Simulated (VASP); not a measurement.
```yaml
crystal:
  lattice:
    - [3.05807, 0.00000, 0.00000]
    - [0.00000, 3.05807, 0.00000]
    - [0.00000, 0.00000, 3.05807]
  atoms:
    - { symbol: Sn, position: [0.00000, 0.00000, 0.00000] }
```

These are r2SCAN meta-GGA with spin-orbit coupling, VASP's PBE PAW potentials (set 64) (plane waves; VASP 6.6.1) values and carry that method's errors. Settings: 400 eV cut-off, 11×11×11 Γ-centred mesh, Gaussian smearing of 0.050 eV, potentials Sn_d.

Problem. Give the energies of bands 11 to 20 at the high-symmetry points, in eV from the Fermi level.

Solution. 
| band | Γ | X | M | R |
|---|---|---|---|---|
| 11 | -11.19 | -7.94 | -4.42 | -0.26 |
| 12 | -11.19 | -7.94 | -4.42 | -0.26 |
| 13 | 5.31 | -4.74 | -2.42 | -0.23 |
| 14 | 5.31 | -4.74 | -2.42 | -0.23 |
| 15 | 6.05 | 8.23 | -2.06 | 0.43 |
| 16 | 6.05 | 8.23 | -2.06 | 0.43 |
| 17 | 6.05 | 8.88 | 3.31 | 0.43 |
| 18 | 6.05 | 8.88 | 3.31 | 0.43 |
| 19 | 9.19 | 12.09 | 11.61 | 6.34 |
| 20 | 9.19 | 12.09 | 11.61 | 6.34 |

It has no gap at this level: it comes out as a metal or semimetal.

The structure was generated: Sn was put into the simple-cubic type (Pm-3m), which need not be its known phase. It was relaxed first, which changed the volume by -5 %.
